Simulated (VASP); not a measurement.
These are PBE GGA, VASP's PBE PAW potentials (set 64) (plane waves; VASP) values and carry that method's errors.

A VASP calculation is set up with these files.

KPOINTS:
```
kpoints
0
Gamma
 14 14 8
0 0 0
```

POSCAR:
```
Ti
1
    1.4962030557    -2.5914997700     0.0000000000
    1.4962030557     2.5914997700     0.0000000000
    0.0000000000     0.0000000000     4.7434913044
Ti
2
Direct
  0.3333330000   0.6666670000   0.2500000000
  0.6666670000   0.3333330000   0.7500000000
```

**INCAR**
```
! general
SYSTEM   =  Ti
PREC     =  Accurate
ENCUT    =  520
LREAL    =  .False.
LASPH    =  .True.

! electronic loop
EDIFF    =  1E-7
NELM     =  100
ALGO     =  Normal
LMAXMIX  =  4

! smearing
ISMEAR   =  1
SIGMA    =  0.1

! functional
GGA      =  PE

! ions
IBRION   =  2
NSW      =  30
ISIF     =  4
EDIFFG   =  -0.01

! output
LWAVE    =  .False.
LCHARG   =  .False.
```

POTCAR, in this order: Ti_sv (PBE.64 set). Program: vasp_std.

The resulting files:

**OUTCAR**
```
 ion  position               nearest neighbor table
   1  0.333  0.667  0.250-
   2  0.667  0.333  0.750-
  LATTYP: Found a hexagonal cell.
 ALAT       =     2.9924061626
 C/A-ratio  =     1.5851762918
 Subroutine PRICEL returns:
 Original cell was already a primitive cell.
 Subroutine GETGRP returns: Found 24 space group operations
The static configuration has the point symmetry D_3d.
 The point group associated with its full space group is D_6h.
The dynamic configuration has the point symmetry D_3d.
 Subroutine INISYM returns: Found 24 space group operations
 Subroutine IBZKPT returns following result:
 Found    120 irreducible k-points:

 Following reciprocal coordinates:
            Coordinates               Weight
  0.000000  0.000000  0.000000      1.000000
  0.071429  0.000000  0.000000      6.000000
  0.142857 -0.000000  0.000000      6.000000
  0.214286 -0.000000  0.000000      6.000000
  0.285714  0.000000  0.000000      6.000000
  0.357143  0.000000  0.000000      6.000000
  0.428571 -0.000000  0.000000      6.000000
...
```

**OSZICAR**
```
       N       E                     dE             d eps       ncg     rms          rms(c)
DAV:   1     0.251110037573E+03    0.25111E+03   -0.13615E+04  3840   0.185E+03
DAV:   2     0.113099187327E+02   -0.23980E+03   -0.23842E+03  3968   0.496E+02
DAV:   3    -0.165749084129E+02   -0.27885E+02   -0.27656E+02  7568   0.137E+02
DAV:   4    -0.178267624479E+02   -0.12519E+01   -0.12518E+01  3992   0.304E+01
DAV:   5    -0.178997097121E+02   -0.72947E-01   -0.72942E-01  6448   0.498E+00    0.113E+01
DAV:   6    -0.156313702993E+02    0.22683E+01   -0.89607E+00  4528   0.339E+01    0.272E+00
DAV:   7    -0.156197733695E+02    0.11597E-01   -0.77929E-01  5736   0.726E+00    0.200E+00
DAV:   8    -0.156422179681E+02   -0.22445E-01   -0.20844E-01  4568   0.609E+00    0.649E-01
DAV:   9    -0.156334022180E+02    0.88158E-02   -0.54332E-02  4672   0.257E+00    0.603E-02
DAV:  10    -0.156335762787E+02   -0.17406E-03   -0.19882E-03  6120   0.365E-01    0.795E-02
DAV:  11    -0.156336335379E+02   -0.57259E-04   -0.16839E-04  4360   0.111E-01    0.229E-02
DAV:  12    -0.156336235898E+02    0.99482E-05   -0.39945E-05  5760   0.473E-02    0.728E-03
DAV:  13    -0.156336249148E+02   -0.13250E-05   -0.93928E-07  4688   0.105E-02    0.254E-03
DAV:  14    -0.156336260018E+02   -0.10871E-05   -0.32847E-07  4656   0.538E-03    0.505E-04
DAV:  15    -0.156336261192E+02   -0.11735E-06   -0.33256E-08  2576   0.183E-03    0.249E-04
DAV:  16    -0.156336261638E+02   -0.44617E-07   -0.90326E-09  2392   0.990E-04
   1 F= -.15633626E+02 E0= -.15634263E+02  d E =-.156336E+02
       N       E                     dE             d eps       ncg     rms          rms(c)
DAV:   1    -0.156340051492E+02   -0.37903E-03   -0.20838E-02  4048   0.208E+00    0.136E-01
DAV:   2    -0.156337868070E+02    0.21834E-03   -0.12515E-03  3872   0.441E-01    0.703E-02
DAV:   3    -0.156336909638E+02    0.95843E-04   -0.35634E-04  5616   0.197E-01    0.809E-03
DAV:   4    -0.156336909930E+02   -0.29167E-07   -0.30167E-05  4512   0.802E-02    0.400E-03
DAV:   5    -0.156336913318E+02   -0.33877E-06   -0.12762E-06  5584   0.126E-02    0.549E-04
DAV:   6    -0.156336913608E+02   -0.28978E-07   -0.43027E-08  2592   0.266E-03
   2 F= -.15633691E+02 E0= -.15634344E+02  d E =-.651969E-04
```

File OUTCAR:
```
------------------------ aborting loop because EDIFF is reached ----------------------------------------
  FORCE on cell =-STRESS in cart. coord.  units (eV):
  Direction    XX          YY          ZZ          XY          YZ          ZX
  --------------------------------------------------------------------------------------
  Total       -1.3460834     -1.3460835     -1.3759910      0.0000000      0.0000000     -0.0000000
  in kB      -58.6290355    -58.6290380    -59.9316657      0.0000000      0.0000000     -0.0000000
  external PRESSURE =     -59.0632464 kB  Pullay stress =       0.0000000 kB
  volume of cell :       36.78
      direct lattice vectors                 reciprocal lattice vectors
     1.497112023 -2.593074144  0.000000000     0.333976344 -0.192821328  0.000000000
     1.497112023  2.593074144  0.000000000     0.333976344  0.192821328 -0.000000000
     0.000000000  0.000000000  4.737733066     0.000000000  0.000000000  0.211071410
 POSITION                                       TOTAL-FORCE (eV/Angst)
 -----------------------------------------------------------------------------------
      1.49711      0.86436      1.18443        -0.000000     -0.000000      0.000000
      1.49711     -0.86436      3.55330         0.000000      0.000000      0.000000
 -----------------------------------------------------------------------------------
    total drift:                               -0.000196      0.001075     -0.000018
  FREE ENERGIE OF THE ION-ELECTRON SYSTEM (eV)
  ---------------------------------------------------
  free  energy   TOTEN  =       -15.6336913608 eV

  energy  without entropy=      -15.6356483334  energy(sigma->0) =      -15.63434368

 reached required accuracy - stopping structural energy minimisation
```
(Selected blocks of OUTCAR.)

### CONTCAR
```
Ti
   1.00000000000000
     1.4971120229553638   -2.5930741437091545    0.0000000000000000
     1.4971120229553638    2.5930741437091545    0.0000000000000000
     0.0000000000000000    0.0000000000000000    4.7377330657334458
  Ti
     2
Direct
     0.3333330000000032    0.6666669999999968    0.2500000000000000
     0.6666669999999968    0.3333330000000032    0.7500000000000000
```

The compound is Ti in the hcp structure. This cell is one point of a volume scan, at 1.06 of the reference volume. Symmetry was kept, so distortions that lower it aren't found.
